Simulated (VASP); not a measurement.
# Sr2MnSi2O7: structure and properties in VASP, part 2 of 14

What structure and properties does LDA + U give Sr2MnSi2O7, and how near are they to the measured ones? The start is a cell from a database of measured crystal structures.

VASP 6.6.1; LDA, DFT+U (Mn d 3 eV), spin-polarised from a ferromagnetic start; plane waves and PAW (Sr_sv, Mn_pv, Si, O).

So far: Starting point; Relaxing cell and atoms (LDA + U).

## Step 2: Relaxing cell and atoms (LDA + U) (continued)

OUTCAR, selected parts (step 2):

```text
ion  position               nearest neighbor table
   1  0.333  0.167  0.507-  17 2.57  24 2.57  13 2.58  11 2.69  21 2.74  18 2.74  14 2.82  16 2.82
                             7 3.18   8 3.38  10 3.38   7 3.70   8 3.78  10 3.78   3 3.83   5 3.96
   2  0.167  0.667  0.493-  18 2.57  23 2.57  14 2.58  12 2.69  19 2.74  24 2.74  13 2.82  15 2.82
                             8 3.18   7 3.38   9 3.38   8 3.70   7 3.78   9 3.78   4 3.83   6 3.96
   3  0.667  0.833  0.507-  19 2.57  22 2.57  15 2.58  11 2.69  20 2.74  23 2.74  14 2.82  16 2.82
                             9 3.18   8 3.38  10 3.38   9 3.70   8 3.78  10 3.78   1 3.83   5 3.96
   4  0.833  0.333  0.493-  20 2.57  21 2.57  16 2.58  12 2.69  17 2.74  22 2.74  15 2.82  13 2.82
                            10 3.18   9 3.38   7 3.38  10 3.70   7 3.78   9 3.78   2 3.83   6 3.96
   5  0.000  0.000  0.000-  17 2.04  18 2.04  19 2.04  20 2.04   1 3.96   2 3.96   3 3.96   4 3.96
                             1 4.00   3 4.00   2 4.00   4 4.00
   6  0.500  0.500  0.000-  21 2.04  22 2.04  23 2.04  24 2.04   1 3.96   2 3.96   3 3.96   4 3.96
                             1 4.00   3 4.00   2 4.00   4 4.00
   7  0.136  0.364  0.940-  13 1.58  17 1.60  24 1.60  12 1.62   9 3.13   1 3.18   4 3.38   2 3.38
                             1 3.70   2 3.78   4 3.78
   8  0.364  0.864  0.060-  14 1.58  18 1.60  23 1.60  11 1.62  10 3.13   2 3.18   3 3.38   1 3.38
                             2 3.70   1 3.78   3 3.78
   9  0.864  0.636  0.940-  15 1.58  19 1.60  22 1.60  12 1.62   7 3.13   3 3.18   4 3.38   2 3.38
                             3 3.70   2 3.78   4 3.78
  10  0.636  0.136  0.060-  16 1.58  20 1.60  21 1.60  11 1.62   8 3.13   4 3.18   1 3.38   3 3.38
                             4 3.70   3 3.78   1 3.78
  11  0.500  0.000  0.142-   8 1.62  10 1.62   1 2.69   3 2.69
  12  0.000  0.500  0.858-   7 1.62   9 1.62   2 2.69   4 2.69
  13  0.142  0.358  0.245-   7 1.58   1 2.58   4 2.82   2 2.82
  14  0.358  0.858  0.755-   8 1.58   2 2.58   3 2.82   1 2.82
  15  0.858  0.642  0.245-   9 1.58   3 2.58   4 2.82   2 2.82
  16  0.642  0.142  0.755-  10 1.58   4 2.58   1 2.82   3 2.82
  17  0.077  0.201  0.794-   7 1.60   5 2.04   1 2.57   4 2.74
  18  0.201  0.923  0.206-   8 1.60   5 2.04   2 2.57   1 2.74
  19  0.923  0.799  0.794-   9 1.60   5 2.04   3 2.57   2 2.74
  20  0.799  0.077  0.206-  10 1.60   5 2.04   4 2.57   3 2.74
  21  0.577  0.299  0.206-  10 1.60   6 2.04   4 2.57   1 2.74
  22  0.701  0.577  0.794-   9 1.60   6 2.04   3 2.57   4 2.74
  23  0.423  0.701  0.206-   8 1.60   6 2.04   2 2.57   3 2.74
  24  0.299  0.423  0.794-   7 1.60   6 2.04   1 2.57   2 2.74

  LATTYP: Found a simple tetragonal cell.
 ALAT       =     8.1315000000
 C/A-ratio  =     0.6344303019

 Subroutine GETGRP returns: Found  8 space group operations
 (whereof  4 operations were pure point group operations)

The static configuration has the point symmetry S_4 .
 The point group associated with its full space group is D_2d.

 Found      9 irreducible k-points:

   k-points           NKPTS =      9   k-points in BZ     NKDIM =      9   number of bands    NBANDS=    124

   dimension x,y,z NGX =    60 NGY =   60 NGZ =   40
   dimension x,y,z NGXF=   120 NGYF=  120 NGZF=   80

   ENCUT  =  520.0 eV  38.22 Ry    6.18 a.u.  15.12 15.12  9.59*2*pi/ulx,y,z

   NELECT =     166.0000    total number of electrons

 k-points in reciprocal lattice and weights: Automatic mesh
   0.00000000  0.00000000  0.00000000       0.022
   0.33333333  0.00000000  0.00000000       0.089
   0.33333333  0.33333333  0.00000000       0.089
   0.00000000  0.00000000  0.20000000       0.044
   0.33333333  0.00000000  0.20000000       0.178
   0.33333333  0.33333333  0.20000000       0.178
   0.00000000  0.00000000  0.40000000       0.044
   0.33333333  0.00000000  0.40000000       0.178
   0.33333333  0.33333333  0.40000000       0.178

atom =   5  type =  2  l = 2

 onsite density matrix

spin component  1

  0.9463 -0.0000 -0.0000  0.0000 -0.0029
 -0.0000  0.9449 -0.0000  0.0000  0.0000
 -0.0000 -0.0000  0.9381 -0.0000 -0.0000
  0.0000  0.0000 -0.0000  0.9449  0.0000
 -0.0029  0.0000 -0.0000  0.0000  0.9466

spin component  2

  0.0649  0.0000  0.0000  0.0000 -0.0295
  0.0000  0.0748 -0.0000 -0.0000 -0.0000
  0.0000 -0.0000  0.0246 -0.0000  0.0000
  0.0000 -0.0000 -0.0000  0.0748 -0.0000
 -0.0295 -0.0000  0.0000 -0.0000  0.0670

 occupancies and eigenvectors

  o =  0.0246  v =  0.0000  0.0000  0.0000  0.0000  0.0000 -0.0000  0.0000  1.0000 -0.0000 -0.0000      0.0000  0.0000  0.0000  0.0000  0.0000  0.0000  0.0000  0.0000  0.0000  0.0000
  o =  0.0364  v =  0.0000  0.0000  0.0000  0.0000  0.0000  0.7195  0.0000  0.0000  0.0000  0.6945      0.0000  0.0000  0.0000  0.0000  0.0000  0.0000  0.0000  0.0000  0.0000  0.0000
  o =  0.0748  v =  0.0000  0.0000  0.0000  0.0000  0.0000  0.0000  1.0000 -0.0000 -0.0000  0.0000      0.0000  0.0000  0.0000  0.0000  0.0000  0.0000  0.0000  0.0000  0.0000  0.0000
  o =  0.0748  v =  0.0000  0.0000  0.0000  0.0000  0.0000  0.0000 -0.0000 -0.0000 -1.0000 -0.0000      0.0000  0.0000  0.0000  0.0000  0.0000  0.0000  0.0000  0.0000  0.0000  0.0000
  o =  0.0956  v =  0.0000  0.0000  0.0000  0.0000  0.0000 -0.6945 -0.0000  0.0000 -0.0000  0.7195      0.0000  0.0000  0.0000  0.0000  0.0000  0.0000  0.0000  0.0000  0.0000  0.0000
  o =  0.9381  v =  0.0000  0.0000  1.0000  0.0000  0.0000  0.0000  0.0000  0.0000  0.0000  0.0000      0.0000  0.0000  0.0000  0.0000  0.0000  0.0000  0.0000  0.0000  0.0000  0.0000
  o =  0.9435  v =  0.7241  0.0000 -0.0000 -0.0000  0.6897  0.0000  0.0000  0.0000  0.0000  0.0000      0.0000  0.0000  0.0000  0.0000  0.0000  0.0000  0.0000  0.0000  0.0000  0.0000
  o =  0.9449  v =  0.0000 -0.9991  0.0000  0.0434  0.0000  0.0000  0.0000  0.0000  0.0000  0.0000      0.0000  0.0000  0.0000  0.0000  0.0000  0.0000  0.0000  0.0000  0.0000  0.0000
  o =  0.9449  v =  0.0000 -0.0434  0.0000 -0.9991  0.0000  0.0000  0.0000  0.0000  0.0000  0.0000      0.0000  0.0000  0.0000  0.0000  0.0000  0.0000  0.0000  0.0000  0.0000  0.0000
  o =  0.9494  v = -0.6897 -0.0000 -0.0000 -0.0000  0.7241  0.0000  0.0000  0.0000  0.0000  0.0000      0.0000  0.0000  0.0000  0.0000  0.0000  0.0000  0.0000  0.0000  0.0000  0.0000

atom =   6  type =  2  l = 2

 onsite density matrix

spin component  1

  0.9463  0.0000  0.0000  0.0000  0.0029
  0.0000  0.9449  0.0000  0.0000 -0.0000
  0.0000  0.0000  0.9381 -0.0000  0.0000
  0.0000  0.0000 -0.0000  0.9449  0.0000
  0.0029 -0.0000  0.0000  0.0000  0.9466

spin component  2

  0.0649  0.0000 -0.0000 -0.0000  0.0295
  0.0000  0.0748 -0.0000 -0.0000 -0.0000
 -0.0000 -0.0000  0.0246 -0.0000 -0.0000
[...]
91       7.7801      0.00000
     92       7.9570      0.00000
     93       8.1006      0.00000
    ...

 k-point     2 :       0.3333    0.0000    0.0000
  band No.  band energies     occupation
    ...
     84       2.7985      1.00000
     85       2.9699      1.00000
     86       2.9791      1.00000
     87       3.2526      1.00000
     88       3.3567      1.00000
     89       6.3970      0.00000
     90       7.4082      0.00000
     91       7.8435      0.00000
     92       7.9605      0.00000
     93       8.1984      0.00000
    ...

 k-point     3 :       0.3333    0.3333    0.0000
  band No.  band energies     occupation
    ...
     84       2.6932      1.00000
     85       3.0059      1.00000
     86       3.1399      1.00000
     87       3.2339      1.00000
     88       3.3224      1.00000
     89       6.8207      0.00000
     90       7.5067      0.00000
     91       7.7441      0.00000
     92       7.8990      0.00000
     93       8.3092      0.00000
    ...

 k-point     4 :       0.0000    0.0000    0.2000
  band No.  band energies     occupation
    ...
     84       2.7155      1.00000
     85       3.0431      1.00000
     86       3.1451      1.00000
     87       3.1451      1.00000
     88       3.4355      1.00000
     89       6.3064      0.00000
     90       7.9746      0.00000
     91       7.9746      0.00000
     92       8.0644      0.00000
     93       8.3640      0.00000
    ...

 k-point     5 :       0.3333    0.0000    0.2000
  band No.  band energies     occupation
    ...
     84       2.7854      1.00000
     85       2.9363      1.00000
     86       2.9779      1.00000
     87       3.2496      1.00000
     88       3.3830      1.00000
     89       6.7349      0.00000
     90       7.5931      0.00000
     91       8.0649      0.00000
     92       8.1392      0.00000
     93       8.3724      0.00000
    ...

 k-point     6 :       0.3333    0.3333    0.2000
  band No.  band energies     occupation
    ...
     84       2.6841      1.00000
     85       2.9950      1.00000
     86       3.1393      1.00000
     87       3.2211      1.00000
     88       3.3343      1.00000
     89       7.0870      0.00000
     90       7.7076      0.00000
     91       7.8705      0.00000
     92       8.0755      0.00000
     93       8.4538      0.00000
    ...

  Total        0.0016302      0.0016302     -0.1816766      0.0000000      0.0000000      0.0000000
  in kB        0.0079740      0.0079740     -0.8886838      0.0000000      0.0000000      0.0000000
  external PRESSURE =      -0.2909119 kB  Pullay stress =       0.0000000 kB

  energy-cutoff  :      520.00
  volume of cell :      327.54
      direct lattice vectors                 reciprocal lattice vectors
     8.030467016  0.000000000  0.000000000     0.124525759  0.000000000  0.000000000
     0.000000000  8.030467016  0.000000000     0.000000000  0.124525759 -0.000000000
     0.000000000  0.000000000  5.079029665     0.000000000 -0.000000000  0.196888001

 POSITION                                       TOTAL-FORCE (eV/Angst)
 -----------------------------------------------------------------------------------
      2.68681      1.32842      2.57164        -0.004247      0.004247     -0.005003
      1.32842      5.34366      2.50738         0.004247      0.004247      0.005003
      5.34366      6.70204      2.57164         0.004247     -0.004247     -0.005003
      6.70204      2.68681      2.50738        -0.004247     -0.004247      0.005003
      0.00000      0.00000      0.00000        -0.000000      0.000000      0.000000
      4.01523      4.01523      0.00000        -0.000000      0.000000      0.000000
      1.10654      2.90869      4.77263        -0.000159      0.000159      0.002326
      2.90869      6.92392      0.30640         0.000159      0.000159     -0.002326
      6.92392      5.12178      4.77263         0.000159     -0.000159      0.002326
      5.12178      1.10654      0.30640        -0.000159     -0.000159     -0.002326
      4.01523      0.00000      0.85428        -0.000000      0.000000      0.005393
      0.00000      4.01523      4.22475        -0.000000      0.000000     -0.005393
      1.12080      2.89443      1.29531         0.002094     -0.002094     -0.006753
      2.89443      6.90966      3.78372        -0.002094     -0.002094      0.006753
      6.90966      5.13604      1.29531        -0.002094      0.002094     -0.006753
      5.13604      1.12080      3.78372         0.002094      0.002094      0.006753
      0.63158      1.55421      4.00571        -0.007543      0.000888     -0.002076
      1.55421      7.39888      1.07332         0.000888      0.007543      0.002076
      7.39888      6.47626      4.00571         0.007543     -0.000888     -0.002076
      6.47626      0.63158      1.07332        -0.000888     -0.007543      0.002076
      4.64682      2.46103      1.07332        -0.007543     -0.000888      0.002076
      5.56944      4.64682      4.00571         0.000888     -0.007543     -0.002076
      3.38365      5.56944      1.07332         0.007543      0.000888      0.002076
      2.46103      3.38365      4.00571        -0.000888      0.007543     -0.002076
 -----------------------------------------------------------------------------------
    total drift:                                0.000001      0.000001     -0.000000

  FREE ENERGIE OF THE ION-ELECTRON SYSTEM (eV)
  ---------------------------------------------------
  free  energy   TOTEN  =      -196.2355936581 eV

  energy  without entropy=     -196.2355936581  energy(sigma->0) =     -196.23559366

 reached required accuracy - stopping structural energy minimisation

 total charge
# of ion       s       p       d       tot
------------------------------------------
    1        2.001   5.792   0.205   7.998
    2        2.001   5.792   0.205   7.998
    3        2.001   5.792   0.205   7.998
    4        2.001   5.792   0.205   7.998
    5        0.250   6.259   5.003  11.512
    6        0.250   6.259   5.003  11.512
    7        0.681   1.045   0.000   1.726
    8        0.681   1.045   0.000   1.726
    9        0.681   1.045   0.000   1.726
   10        0.681   1.045   0.000   1.726
   11        1.545   3.679   0.000   5.224
   12        1.545   3.679   0.000   5.224
   13        1.547   3.523   0.000   5.070
   14        1.547   3.523   0.000   5.070
   15        1.547   3.523   0.000   5.070
   16        1.547   3.523   0.000   5.070
   17        1.543   3.564   0.000   5.108
   18        1.543   3.564   0.000   5.108
   19        1.543   3.564   0.000   5.108
   20        1.543   3.564   0.000   5.108
   21        1.543   3.564   0.000   5.108
   22        1.543   3.564   0.000   5.108
   23        1.543   3.564   0.000   5.108
   24        1.543   3.564   0.000   5.108
--------------------------------------------------
tot         32.851  89.833  10.825 133.509

 magnetization (x)
# of ion       s       p       d       tot
------------------------------------------
    1        0.000   0.000   0.003   0.004
    2        0.000   0.000   0.003   0.004
    3        0.000   0.000   0.003   0.004
    4        0.000   0.000   0.003   0.004
    5        0.020   0.051   4.406   4.477
    6        0.020   0.051   4.406   4.477
    7        0.003   0.006   0.000   0.008
    8        0.003   0.006   0.000   0.008
    9        0.003   0.006   0.000   0.008
   10        0.003   0.006   0.000   0.008
   11        0.001   0.002   0.000   0.003
   12        0.001   0.002   0.000   0.003
   13        0.000   0.006   0.000   0.006
   14        0.000   0.006   0.000   0.006
   15        0.000   0.006   0.000   0.006
   16        0.000   0.006   0.000   0.006
   17        0.002   0.036   0.000   0.038
   18        0.002   0.036   0.000   0.038
   19        0.002   0.036   0.000   0.038
   20        0.002   0.036   0.000   0.038
   21        0.002   0.036   0.000   0.038
   22        0.002   0.036   0.000   0.038
   23        0.002   0.036   0.000   0.038
   24        0.002   0.036   0.000   0.038
--------------------------------------------------
tot          0.075   0.438   8.824   9.336

[... 6 further parts left out ...]
[key lines of the parts left out:]
E-fermi :   3.8272
```

CONTCAR:

```
Sr2MnSi2O7
   1.00000000000000
     8.0304670164555851    0.0000000000000000    0.0000000000000000
     0.0000000000000000    8.0304670164555851    0.0000000000000000
     0.0000000000000000    0.0000000000000000    5.0790296646356854
  Sr              Mn              Si              O
     4     2     4    14
Direct
     0.3345770916566190    0.1654229083433810    0.5063260308527282
     0.1654229083433810    0.6654229083433809    0.4936739691472716
     0.6654229083433809    0.8345770916566191    0.5063260308527282
     0.8345770916566191    0.3345770916566190    0.4936739691472716
     0.0000000000000000    0.0000000000000000    0.0000000000000000
     0.5000000000000000    0.5000000000000000    0.0000000000000000
     0.1377929865244351    0.3622070134755648    0.9396728048566053
     0.3622070134755648    0.8622070134755649    0.0603271951433946
     0.8622070134755649    0.6377929865244351    0.9396728048566053
     0.6377929865244351    0.1377929865244351    0.0603271951433946
     0.5000000000000000    0.0000000000000000    0.1681971945651551
     0.0000000000000000    0.5000000000000000    0.8318028054348447
     0.1395688078662981    0.3604311921337021    0.2550303601924671
     0.3604311921337021    0.8604311921337021    0.7449696398075329
     0.8604311921337021    0.6395688078662979    0.2550303601924671
     0.6395688078662979    0.1395688078662981    0.7449696398075329
     0.0786485216955165    0.1935386624120784    0.7886769091618065
     0.1935386624120784    0.9213514783044835    0.2113230908381935
     0.9213514783044835    0.8064613375879216    0.7886769091618065
     0.8064613375879216    0.0786485216955165    0.2113230908381935
     0.5786485216955165    0.3064613375879217    0.2113230908381935
     0.6935386624120784    0.5786485216955165    0.7886769091618065
     0.4213514783044836    0.6935386624120784    0.2113230908381935
     0.3064613375879217    0.4213514783044836    0.7886769091618065
```

The magnetic state follows from one typed start and may not be the lowest. Experiment finds antiferromagnetic order in this phase (below 3.4 K, arxiv:2410.22741), so this ferromagnetic run describes another state. The gap is read on the k-mesh alone, so it is an upper bound where the band edges lie off the mesh. The run keeps the 8 symmetry operations of its start, so it cannot find a distortion of lower symmetry.

Step by step (22 of 24):

| step | energy less that of the first step (eV) | largest force (eV/Å) | pressure (GPa) | volume (Å³) |
| --- | --- | --- | --- | --- |
| 1 | 0.0000 | 1.5451 | 0.23 | 341.11 |
| 2 | -0.0572 | 1.4766 | -6.63 | 342.09 |
| 3 | -0.3796 | 0.8398 | -3.63 | 341.61 |
| 4 | -0.6003 | 0.6549 | -0.08 | 327.75 |
| 5 | -0.6069 | 0.4617 | -0.64 | 329.72 |
| 6 | -0.6195 | 0.5339 | 0.87 | 325.98 |
| 8 | -0.6443 | 0.3683 | 0.58 | 326.54 |
| 9 | -0.6446 | 0.3102 | 0.55 | 326.64 |
| 10 | -0.6591 | 0.1234 | -0.02 | 327.46 |
| 11 | -0.6601 | 0.1196 | -0.21 | 327.77 |
| 12 | -0.6631 | 0.0659 | 0.00 | 327.34 |
| 13 | -0.6634 | 0.1015 | 0.10 | 327.16 |
| 14 | -0.6648 | 0.0718 | -0.02 | 327.13 |
| 15 | -0.6649 | 0.0616 | 0.00 | 327.14 |
| 16 | -0.6661 | 0.0508 | 0.02 | 327.13 |
| 17 | -0.6666 | 0.0928 | 0.04 | 327.13 |
| 19 | -0.6674 | 0.0222 | 0.05 | 327.19 |
| 20 | -0.6674 | 0.0220 | 0.05 | 327.19 |
| 21 | -0.6675 | 0.0176 | 0.04 | 327.26 |
| 22 | -0.6677 | 0.0275 | -0.02 | 327.46 |
| 23 | -0.6677 | 0.0336 | -0.03 | 327.52 |
| 24 | -0.6678 | 0.0079 | -0.03 | 327.54 |

| conventional cell, symmetrised | before | after | change |
| --- | --- | --- | --- |
| a (Å) | 8.132 | 8.030 | -1.2 % |
| b (Å) | 8.132 | 8.030 | -1.2 % |
| c (Å) | 5.159 | 5.079 | -1.5 % |
| volume (Å³/atom) | 14.21 | 13.65 | -4.0 % |

The atoms that moved most (Å, as changes of fractional coordinates times the final cell):

| atom | dx | dy | dz | length |
| --- | --- | --- | --- | --- |
| O11 | 0.000 | 0.000 | 0.133 | 0.133 |
| O12 | 0.000 | 0.000 | -0.133 | 0.133 |
| O22 | -0.058 | 0.016 | -0.027 | 0.065 |
| O19 | -0.016 | 0.058 | -0.027 | 0.065 |
| O24 | 0.058 | -0.016 | -0.027 | 0.065 |
| O21 | 0.016 | 0.058 | 0.027 | 0.065 |
| O23 | -0.016 | -0.058 | 0.027 | 0.065 |
| O20 | 0.058 | 0.016 | 0.027 | 0.065 |

The relaxed structure:

```cif
data_structure
_symmetry_space_group_name_H-M 'P 1'
_symmetry_Int_Tables_number 1
_cell_length_a 8.0305
_cell_length_b 8.0305
_cell_length_c 5.0790
_cell_angle_alpha 90.000
_cell_angle_beta 90.000
_cell_angle_gamma 90.000
_cell_volume 327.54
loop_
_atom_site_label
_atom_site_type_symbol
_atom_site_fract_x
_atom_site_fract_y
_atom_site_fract_z
_atom_site_occupancy
Sr1 Sr 0.33458 0.16542 0.50633 1
Sr2 Sr 0.16542 0.66542 0.49367 1
Sr3 Sr 0.66542 0.83458 0.50633 1
Sr4 Sr 0.83458 0.33458 0.49367 1
Mn5 Mn 0.00000 0.00000 0.00000 1
Mn6 Mn 0.50000 0.50000 0.00000 1
Si7 Si 0.13779 0.36221 0.93967 1
Si8 Si 0.36221 0.86221 0.06033 1
Si9 Si 0.86221 0.63779 0.93967 1
Si10 Si 0.63779 0.13779 0.06033 1
O11 O 0.50000 0.00000 0.16820 1
O12 O 0.00000 0.50000 0.83180 1
O13 O 0.13957 0.36043 0.25503 1
O14 O 0.36043 0.86043 0.74497 1
O15 O 0.86043 0.63957 0.25503 1
O16 O 0.63957 0.13957 0.74497 1
O17 O 0.07865 0.19354 0.78868 1
O18 O 0.19354 0.92135 0.21132 1
O19 O 0.92135 0.80646 0.78868 1
O20 O 0.80646 0.07865 0.21132 1
O21 O 0.57865 0.30646 0.21132 1
O22 O 0.69354 0.57865 0.78868 1
O23 O 0.42135 0.69354 0.21132 1
O24 O 0.30646 0.42135 0.78868 1
```

This step gave:

- electrons: 166
- bands: 124
- irreducible k-points: 9
- symmetry operations: 8
- free energy (TOTEN): -196.2356 eV
- Fermi energy: 3.827 eV
- pressure: -0.02909 GPa
- moment of the cell, from the last line of the log: 10 μB
- metallic: no
- valence top at k: 0, 0, 0.4
- conduction bottom at k: 0, 0, 0
- least direct gap at k: 0, 0, 0
- SCF cycles over all ionic steps: 289
- gap on the k-mesh: 2.339 eV
- least direct gap on the k-mesh: 2.475 eV

Spin moment in the PAW sphere by atom:

| atom | spin moment in the PAW sphere (μB) |
| --- | --- |
| Sr1 | 0.00 |
| Sr2 | 0.00 |
| Sr3 | 0.00 |
| Sr4 | 0.00 |
| Mn5 | 4.48 |
| Mn6 | 4.48 |
| Si7 | 0.01 |
| Si8 | 0.01 |
| Si9 | 0.01 |
| Si10 | 0.01 |
| O11 | 0.00 |
| O12 | 0.00 |
| O13 | 0.01 |
| O14 | 0.01 |
| O15 | 0.01 |
| O16 | 0.01 |
| O17 | 0.04 |
| O18 | 0.04 |
| O19 | 0.04 |
| O20 | 0.04 |
| O21 | 0.04 |
| O22 | 0.04 |
| O23 | 0.04 |
| O24 | 0.04 |

It ends with a largest force of 0.008 eV/Å and a pressure of -0.03 GPa. The volume lies -4.0 % from that of the database's start, which holds the thermal and zero-point expansion of its experiment. LDA is known to overbind.

(Part 2 of 14 ends here.)

[Lines on the potential files, build, host, timing and source positions are cut from VASP's logs without a mark.]

[Logs are printed without paths, hosts, clocks, repeated set-up lines and the standing remarks that a program may print on its own settings, such as how far it seeks lower states.]

[Hosts, paths, dates, database ids (printed as entryN), source tags and the programs' standing remarks are cut or masked in the printed files.]

[A measured line is paired with the nearest computed mode of its activity, which favours agreement.]
